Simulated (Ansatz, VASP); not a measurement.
**BaAu3 in VASP and in Ansatz**

Contents of INCAR:

```
SYSTEM = BaAu3
PREC = Accurate
ENCUT = 520
EDIFF = 1E-6
ISMEAR = 0
SIGMA = 0.05
LREAL = .FALSE.
LASPH = .TRUE.
NELM = 60
ALGO = Normal
ISIF = 2
LWAVE = .FALSE.
LCHARG = .FALSE.
GGA = PE
NBANDS = 30
```

File KPOINTS:

```
regular mesh
0
G
  8 8 8
  0 0 0
```

Contents of POSCAR:

```
BaAu3
1.0
    4.5696780885      0.0000000000      0.0000000000
    0.0000000000      4.5696780885      0.0000000000
    0.0000000000      0.0000000000      4.5696780885
Ba Au
1 3
Direct
    0.0000000000      0.0000000000      0.0000000000
    0.0000000000      0.5000000000      0.5000000000
    0.5000000000      0.5000000000      0.0000000000
    0.5000000000      0.0000000000      0.5000000000
```

Input for Ansatz:

```yaml
crystal:
  lattice:
    - [4.5696780885, 0.0, 0.0]
    - [0.0, 4.5696780885, 0.0]
    - [0.0, 0.0, 4.5696780885]
  atoms:
    - { symbol: Ba, position: [0.0, 0.0, 0.0] }
    - { symbol: Au, position: [0.0, 0.5, 0.5] }
    - { symbol: Au, position: [0.5, 0.5, 0.0] }
    - { symbol: Au, position: [0.5, 0.0, 0.5] }
basis:
  ecutwfc: 420
  ecutrho_ratio: 4
kpoints:
  mp_grid: { grid: [8, 8, 8] }
hamiltonian:
  xc: pbe
scf:
  occupations: { method: gaussian, width: 0.05 }
output:
  forces: true
  stress: true
  eigenvalues: true
```

Alike in both runs: task single point; functional PBE; k mesh 8 × 8 × 8; occupations gaussian, width 0.05 eV; no spin polarisation.

|  | VASP | Ansatz |
| --- | --- | --- |
| version | VASP 6.6.1 | Ansatz 0.2.0 |
| potentials or method | VASP PAW PBE potentials, release 64 (Ba_sv, Au) | scalar-relativistic, plane waves, PAW |
| plane-wave cutoff (eV) | 520 | 420 |
| valence electrons in the cell | 43 | 67 |

VASP gave:

- gap on the k mesh at the Fermi level (eV): none
- pressure (GPa): 4.0

Question: Which values does Ansatz return?

Answer: gap on the k mesh at the Fermi level (eV): none; pressure (GPa): 3.1.

A gap of «none» marks a metal or a gap that the smearing closes. The two sets of potentials don't hold the same shells in valence.

The runs have no spin-orbit coupling, so splittings on Au, Ba are missing.
